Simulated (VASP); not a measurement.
Given:

```
LiCl
1.0
    0.00000     2.49890     2.49890
    2.49890     0.00000     2.49890
    2.49890     2.49890     0.00000
Li Cl
1 1
Cartesian
  0.00000   0.00000   0.00000
  2.49890   2.49890   2.49890
```

All values below come from optB88-vdW, VASP's PBE PAW potentials (set 64) (plane waves; VASP 6.6.1). Numerical set-up: 520 eV cut-off, 9×9×9 Γ-centred mesh, Gaussian smearing of 0.050 eV, potentials Li_sv Cl.

Question: Give the stress tensor in GPa (positive for a compressed cell).

Answer: 
```
2.46  0.00  0.00
0.00  2.46  0.00
0.00  0.00  2.46
```
The pressure is its mean diagonal, 2.46 GPa.

The compound is LiCl in the rock salt structure. This cell is one point of a volume scan, at 0.94 of the reference volume.
